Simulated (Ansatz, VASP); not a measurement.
## One calculation of Be12Al, two programs

```
Be Al
1.0
     4.58000    0.00000    0.00000
     2.29000    3.96640    0.00000
     0.00000    0.00000   14.58843
Be Al
12 1
Direct
  0.00000 0.00000 0.06855
  0.50000 0.00000 0.06855
  0.00000 0.50000 0.06855
  0.50000 0.50000 0.06855
  0.83368 0.33337 0.19025
  0.33373 0.33192 0.19043
  0.83167 0.83398 0.19051
  0.33374 0.83399 0.19031
  0.99810 0.00296 0.31116
  0.49949 0.99993 0.31980
  0.99859 0.49893 0.31174
  0.50327 0.49811 0.31077
  0.17557 0.66797 0.45699
```

Alike in both runs: functional PBEsol; k mesh 4 × 4 × 1; occupations gaussian, width 0.05 eV; no spin polarisation.

Ansatz relaxed the structure, and its values are those at the end. VASP's run is a single point on that final structure, the one shown.

|  | VASP | Ansatz |
| --- | --- | --- |
| version | VASP 6.6.1 | Ansatz 0.2.0 |
| potentials or method | VASP PAW PBE potentials, release 64 (Be, Al) | scalar-relativistic, plane waves, PAW |
| plane-wave cutoff (eV) | 520 | 420 |
| valence electrons in the cell | 27 | 27 |

Ansatz gave:

```
rms of the force components (eV/Å) : 0.018
```

Q: Estimate VASP's values.

A: rms of the force components (eV/Å): 0.019.

Ansatz warned: «xc_potential_rough_in_thin_density».

Caveats: the k mesh is coarse (spacing up to 0.40 Å⁻¹), so the values aren't converged; the PAW data sets were made with another functional, which shifts forces and pressure a little (VASP).
